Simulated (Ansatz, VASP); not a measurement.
**GaAsN2 (CuAu-ordered zincblende type (invented)): VASP beside Ansatz**

One calculation is typed for both programs; each brings its own data sets. How far apart do they land? The cell is generated by rule, not measured, and may not be a known phase. Of the first pair: The two relaxations start from unlike cells of this crystal (the structure described is Ansatz's start), so only their ends are compared.

Main program and level: Ansatz 0.2.0; plane waves, with VASP 6.6.1 beside it; relaxation of cell and atoms at PBEsol.

**1. Set-up**

Symmetry: P-4m2, No. 115, tetragonal system. The conventional cell has a = 3.172 Å, b = 3.172 Å, c = 4.486 Å, α = 90.00°, β = 90.00°, γ = 90.00°. Nearest to Ga lie 4 N at 1.94 Å. As has 4 N at 1.94 Å nearest. N has 2 Ga at 1.94 Å and 2 As at 1.94 Å nearest. Farther neighbours and most contacts between anions are not listed.

**2. VASP: relaxation of cell and atoms, PBEsol, pair 1**

The relaxed volume is the usual yardstick between codes: in a stiff, nearly cubic crystal its relative difference is about their pressure difference at one cell divided by the bulk modulus.

Lines of VASP's logs that name or quote its potential files are left out, and so is its time.

File INCAR:

```
SYSTEM = GaAsN2
PREC = Accurate
ENCUT = 600
EDIFF = 1E-07
NELM = 120
ISMEAR = 0
SIGMA = 0.1
LREAL = .FALSE.
ALGO = Normal
GGA = PS
NBANDS = 20
LORBIT = 11
LWAVE = .FALSE.
LCHARG = .FALSE.
ISIF = 3
IBRION = 2
NSW = 80
EDIFFG = -0.005
LASPH = .TRUE.
GGA_COMPAT = .FALSE.
NELMIN = 4
```

File POSCAR:

```
GaAsN2
1.0
    3.3456200257      0.0000000000      0.0000000000
    0.0000000000      3.3456200257      0.0000000000
    0.0000000000      0.0000000000      4.7349045764
Ga As N
1 1 2
Direct
    0.0000000000      0.0000000000      0.0000000000
    0.5000000000      0.5000000000      0.5000000000
    0.0000000000      0.5000000000      0.2221367081
    0.5000000000      0.0000000000      0.7778632919
```

File KPOINTS:

```
Automatic mesh
0
Gamma
6 6 4
0 0 0
```

The projector-augmented-wave data sets are Ga_d, As and N (PBE family, release 64).

Started as:

```
$ mpirun -np 1 vasp_std
```

Numbers of over 12 decimals in the logs are rounded to 6 here.

The log of the run:

```text
[banner, memory and clock lines left out]
running    1 mpi-ranks, on    1 nodes
 distrk:  each k-point on    1 cores,    1 groups
 distr:  one band on    1 cores,    1 groups

 POSCAR found type information on POSCAR GaAsN
 POSCAR found :  3 types and       4 ions
|                                                                             |
|               ----> ADVICE to this user running VASP <----                  |
|                                                                             |
|     You enforced a specific xc type in the INCAR file but a different       |
|     [... a line on the potential file left out ...]
|     I HOPE YOU KNOW WHAT YOU ARE DOING!                                     |
|                                                                             |

 LDA part: xc-table for (Slater+PW92), standard interpolation
 POSCAR, INCAR and KPOINTS ok, starting setup
 FFT: planning ... GRIDC
 FFT: planning ... GRID_SOFT
 FFT: planning ... GRID
 WAVECAR not read
 entering main loop
       N       E                     dE             d eps       ncg     rms          rms(c)
DAV:   1     0.219241521168E+03    0.21924E+03   -0.14985E+04  1264   0.213E+03
DAV:   2     0.220935219157E+01   -0.21703E+03   -0.20550E+03  1288   0.465E+02
DAV:   3    -0.267341452917E+02   -0.28943E+02   -0.27909E+02  1516   0.132E+02
DAV:   4    -0.277875516478E+02   -0.10534E+01   -0.10454E+01  1452   0.256E+01
DAV:   5    -0.278105615984E+02   -0.23010E-01   -0.22991E-01  1376   0.355E+00    0.115E+01
DAV:   6    -0.243682984873E+02    0.34423E+01   -0.20133E+01  1992   0.440E+01    0.492E+00
DAV:   7    -0.242421903956E+02    0.12611E+00   -0.16397E+00  1380   0.120E+01    0.365E+00
DAV:   8    -0.242243203219E+02    0.17870E-01   -0.39083E-01  1476   0.489E+00    0.119E+00
DAV:   9    -0.242052055298E+02    0.19115E-01   -0.79122E-02  1860   0.346E+00    0.453E-01
DAV:  10    -0.242060940626E+02   -0.88853E-03   -0.75294E-03  1356   0.632E-01    0.132E-01
DAV:  11    -0.242058633382E+02    0.23072E-03   -0.21445E-03  1880   0.470E-01    0.611E-02
DAV:  12    -0.242058286157E+02    0.34723E-04   -0.24510E-04  1552   0.167E-01    0.327E-02
DAV:  13    -0.242058278807E+02    0.73499E-06   -0.16905E-05  1440   0.340E-02    0.124E-02
DAV:  14    -0.242058272389E+02    0.64180E-06   -0.94207E-07  1480   0.120E-02    0.405E-03
DAV:  15    -0.242058269719E+02    0.26701E-06   -0.71962E-07  1492   0.755E-03    0.412E-04
DAV:  16    -0.242058269662E+02    0.56293E-08   -0.76035E-08   780   0.236E-03
   1 F= -.24205827E+02 E0= -.24201168E+02  d E =-.242058E+02
 curvature:   0.00 expect dE= 0.000E+00 dE for cont linesearch  0.000E+00
 trial: gam= 0.00000 g(F)=  0.170E-07 g(S)=  0.840E-04 ort = 0.000E+00 (trialstep = 0.100E+01)
 search vector abs. value=  0.840E-04
 bond charge predicted
       N       E                     dE             d eps       ncg     rms          rms(c)
DAV:   1    -0.242063966461E+02   -0.56967E-03   -0.84666E-03  1628   0.200E+00    0.147E-01
DAV:   2    -0.242059650869E+02    0.43156E-03   -0.13872E-03  1628   0.780E-01    0.604E-02
DAV:   3    -0.242058790225E+02    0.86064E-04   -0.13614E-04  1616   0.295E-01    0.310E-02
DAV:   4    -0.242058508472E+02    0.28175E-04   -0.39501E-05  1748   0.130E-01    0.887E-03
DAV:   5    -0.242058501451E+02    0.70204E-06   -0.89336E-06  1372   0.281E-02    0.635E-03
DAV:   6    -0.242058492261E+02    0.91908E-06   -0.36176E-07  1328   0.706E-03    0.299E-03
DAV:   7    -0.242058490292E+02    0.19689E-06   -0.30529E-07  1056   0.706E-03    0.834E-04
DAV:   8    -0.242058490443E+02   -0.15157E-07   -0.31706E-08   660   0.195E-03
   2 F= -.24205849E+02 E0= -.24201183E+02  d E =-.220781E-04
 trial-energy change:   -0.000022  1 .order   -0.000018   -0.000084    0.000047
 step:   0.6771(harm=  0.6411)  dis= 0.00001  next Energy=   -24.205857 (dE=-0.295E-04)
 bond charge predicted
       N       E                     dE             d eps       ncg     rms          rms(c)
DAV:   1    -0.242059139664E+02   -0.64937E-04   -0.88091E-04  1628   0.645E-01    0.476E-02
DAV:   2    -0.242058684547E+02    0.45512E-04   -0.14523E-04  1624   0.252E-01    0.195E-02
DAV:   3    -0.242058595270E+02    0.89278E-05   -0.14289E-05  1596   0.958E-02    0.100E-02
DAV:   4    -0.242058563720E+02    0.31549E-05   -0.41534E-06  1760   0.425E-02    0.285E-03
DAV:   5    -0.242058562641E+02    0.10793E-06   -0.92955E-07  1120   0.913E-03    0.206E-03
DAV:   6    -0.242058561624E+02    0.10174E-06   -0.39067E-08   640   0.248E-03    0.985E-04
DAV:   7    -0.242058561316E+02    0.30732E-07   -0.45998E-08   620   0.291E-03
   3 F= -.24205856E+02 E0= -.24201192E+02  d E =-.291654E-04
 curvature:  -0.32 expect dE=-0.445E-06 dE for cont linesearch -0.103E-07
 trial: gam= 0.03631 g(F)=  0.128E-06 g(S)=  0.127E-05 ort =-0.165E-05 (trialstep = 0.935E+00)
 search vector abs. value=  0.139E-05
 reached required accuracy - stopping structural energy minimisation
```

Parts of OUTCAR (step 2):

```text
ion  position               nearest neighbor table
   1  0.000  0.000  0.000-   3 1.98   4 1.98   3 1.98   4 1.98
   2  0.500  0.500  0.500-   3 2.13   4 2.13   4 2.13   3 2.13
   3  0.000  0.500  0.222-   1 1.98   1 1.98   2 2.13   2 2.13
   4  0.500  0.000  0.778-   1 1.98   1 1.98   2 2.13   2 2.13

  LATTYP: Found a simple tetragonal cell.
 ALAT       =     3.3456200257
 C/A-ratio  =     1.4152547331

 Subroutine GETGRP returns: Found  8 space group operations
 (whereof  8 operations were pure point group operations)

The static configuration has the point symmetry D_2d.

 Found     30 irreducible k-points:

   k-points           NKPTS =     30   k-points in BZ     NKDIM =     30   number of bands    NBANDS=     20

   dimension x,y,z NGX =    28 NGY =   28 NGZ =   40
   dimension x,y,z NGXF=    56 NGYF=   56 NGZF=   80

   ENCUT  =  600.0 eV  44.10 Ry    6.64 a.u.   6.68  6.68  9.46*2*pi/ulx,y,z

   NELECT =      28.0000    total number of electrons

 k-points in reciprocal lattice and weights: Automatic mesh
   0.00000000  0.00000000  0.00000000       0.007
   0.16666667  0.00000000  0.00000000       0.028
   0.33333333  0.00000000  0.00000000       0.028
   0.50000000  0.00000000  0.00000000       0.014
   0.16666667  0.16666667  0.00000000       0.028
   0.33333333  0.16666667  0.00000000       0.056
   0.50000000  0.16666667  0.00000000       0.028
   0.33333333  0.33333333  0.00000000       0.028
   0.50000000  0.33333333  0.00000000       0.028
[...]
0.50000000  0.33333333  0.50000000       0.028
   0.50000000  0.50000000  0.50000000       0.007

 average (electrostatic) potential at core
       1 -64.2522       2 -49.6845       3 -63.2056       4 -63.2056

 E-fermi :   6.3472

 k-point     1 :       0.0000    0.0000    0.0000
  band No.  band energies     occupation
    ...
     11       3.2737      2.00000
     12       3.2958      2.00000
     13       3.6498      2.00000
     14       3.6498      2.00000
     15       5.9354      2.00000
     16       8.2169      0.00000
     17       9.4088      0.00000
     18       9.4088      0.00000
     19      11.0364      0.00000
     20      13.9941      0.00000

 k-point     2 :       0.1667    0.0000    0.0000
  band No.  band energies     occupation
    ...
     10       1.2119      2.00000
     11       1.5560      2.00000
     12       2.9028      2.00000
     13       3.5616      2.00000
     14       4.9036      2.00000
     15       6.7051      0.00000
     16       8.4261      0.00000
     17       9.4983      0.00000
     18       9.7997      0.00000
     19      11.5572      0.00000
    ...

 k-point     3 :       0.3333    0.0000    0.0000
  band No.  band energies     occupation
    ...
     10      -0.2442      2.00000
     11       1.6130      2.00000
     12       1.7757      2.00000
     13       3.2434      2.00000
     14       5.7537      2.00000
     15       7.9639      0.00000
     16       8.5312      0.00000
     17       9.6689      0.00000
     18      10.2763      0.00000
     19      12.3374      0.00000
    ...

  Total       -0.0022592     -0.0022592      0.0097692      0.0000000     -0.0000000      0.0000000
  in kB       -0.0683756     -0.0683756      0.2956749      0.0000000     -0.0000000      0.0000000
  external PRESSURE =       0.0529745 kB  Pullay stress =       0.0000000 kB

  energy-cutoff  :      600.00
  volume of cell :       52.94
      direct lattice vectors                 reciprocal lattice vectors
     3.344183954  0.000000000  0.000000000     0.299026613  0.000000000  0.000000000
     0.000000000  3.344183954  0.000000000     0.000000000  0.299026613  0.000000000
     0.000000000  0.000000000  4.733439238    -0.000000000 -0.000000000  0.211262879

 POSITION                                       TOTAL-FORCE (eV/Angst)
 -----------------------------------------------------------------------------------
      0.00000      0.00000      0.00000        -0.000000     -0.000000      0.000000
      1.67209      1.67209      2.36672         0.000000      0.000000      0.000000
      0.00000      1.67209      1.05146         0.000000     -0.000000      0.001152
      1.67209      0.00000      3.68198         0.000000     -0.000000     -0.001152
 -----------------------------------------------------------------------------------
    total drift:                               -0.000000     -0.000000      0.000000

  FREE ENERGIE OF THE ION-ELECTRON SYSTEM (eV)
  ---------------------------------------------------
  free  energy   TOTEN  =       -24.2058561316 eV

  energy  without entropy=      -24.1965277333  energy(sigma->0) =      -24.20119193

 reached required accuracy - stopping structural energy minimisation

 total charge
# of ion       s       p       d       tot
------------------------------------------
    1        0.774   0.839  10.153  11.766
    2        1.414   1.100   0.093   2.608
    3        1.276   2.345   0.000   3.621
    4        1.276   2.345   0.000   3.621
--------------------------------------------------
tot          4.741   6.629  10.246  21.616

[... 3 further parts left out ...]
```

CONTCAR:

```
GaAsN2
   1.00000000000000
     3.3441839541354597    0.0000000000000000    0.0000000000000000
     0.0000000000000000    3.3441839541354597    0.0000000000000000
     0.0000000000000000    0.0000000000000000    4.7334392381381560
  Ga              As              N
     1     1     2
Direct
     0.0000000000000000    0.0000000000000000    0.0000000000000000
     0.5000000000000000    0.5000000000000000    0.5000000000000000
     0.0000000000000000    0.5000000000000000    0.2221338157594495
     0.5000000000000000    0.0000000000000000    0.7778661842405504
```

(Continued in part 2 of 2.)

[Lines on the potential files, build, host, timing and source positions are cut from VASP's logs without a mark.]

[Logs are printed without paths, hosts, clocks, repeated set-up lines and the standing remarks that a program may print on its own settings, such as how far it seeks lower states.]

[Hosts, paths, dates, database ids (printed as entryN), source tags and the programs' standing remarks are cut or masked in the printed files.]
